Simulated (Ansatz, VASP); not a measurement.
**One calculation of ScF3, two programs**

```
CELL_PARAMETERS angstrom
3.85195 0.00000 0.00000
0.00000 3.85195 0.00000
0.00000 0.00000 3.85195
ATOMIC_POSITIONS crystal
Sc 0.00000 0.00000 0.00000
F 0.50000 0.00000 0.00000
F 0.00000 0.50000 0.00000
F 0.00000 0.00000 0.50000
```

Change from the starting cell: strain -0.040 along x and y, -0.040 along z, atoms carried along.

Alike in both runs: task single point; functional LDA; k mesh 6 × 6 × 6; occupations gaussian, width 0.05 eV; no spin polarisation.

```csv
,VASP,Ansatz
version,VASP 6.6.1,Ansatz 0.2.0
potentials or method,"VASP PAW LDA potentials, release 64 (Sc_sv, F)","scalar-relativistic, plane waves, PAW"
plane-wave cutoff (eV),520,420
valence electrons in the cell,32,32
```

VASP gave:

- gap on the k mesh at the Fermi level (eV): 6.79
- least direct gap on the mesh (eV): 7.30
- pressure (GPa): 13.3

Estimate Ansatz's values.

gap on the k mesh at the Fermi level (eV): 6.82; least direct gap on the mesh (eV): 7.34; pressure (GPa): 12.1.

A k mesh can miss the band edges.
